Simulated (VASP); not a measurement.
Input of a VASP 6.6.1 run:

The input INCAR:

```
PREC     = Accurate       # precision mode
ENCUT    = 600            # plane-wave cutoff, eV
EDIFF    = 1E-6           # SCF threshold, eV
ISMEAR   = 0              # smearing method
SIGMA    = 0.03           # smearing width, eV
LREAL    = F              # projectors in reciprocal space
LASPH    = T              # aspherical terms in the spheres
NELM     = 80             # most SCF steps
ALGO     = Normal         # electronic algorithm
ISIF     = 3              # what is computed and relaxed
LWAVE    = F              # write WAVECAR
LCHARG   = F              # write CHGCAR
IBRION   = 2              # ionic algorithm
NSW      = 90             # ionic steps
EDIFFG   = -0.01          # ionic threshold
```

Contents of KPOINTS:

```
regular mesh
0
Gamma
  10 10 10
```

POSCAR

```
InAs
1.0
    0.0000000000      3.0180000000      3.0180000000
    3.0180000000      0.0000000000      3.0180000000
    3.0180000000      3.0180000000      0.0000000000
In As
1 1
Direct
    0.0000000000      0.0000000000      0.0000000000
    0.2500000000      0.2500000000      0.2500000000
```

Potentials or basis: VASP PAW LDA potentials, release 64 (In_d, As).

Command:

```bash
$ cat potpaw_LDA.64/In_d/POTCAR potpaw_LDA.64/As/POTCAR > POTCAR
$ mpirun -np 1 vasp_std > vasp.out
```

Question: What does it give for the relaxed cell?

Answer: a = 4.265 Å, b = 4.265 Å, c = 4.265 Å, α = 60.00°, β = 60.00°, γ = 60.00°.

Question: What does it give for the band gap on the k mesh?

Answer: None (metal or under the smearing width).

Final structure:
```yaml
crystal:
  lattice:
    - [0.00000, 3.01608, 3.01608]
    - [3.01608, 0.00000, 3.01608]
    - [3.01608, 3.01608, 0.00000]
  atoms:
    - { symbol: In, position: [0.00000, 0.00000, 0.00000] }
    - { symbol: As, position: [0.25000, 0.25000, 0.25000] }
```

Caveat: this crystal is a semiconductor, whose small gap the functional closes, so the metal is an error of the method.
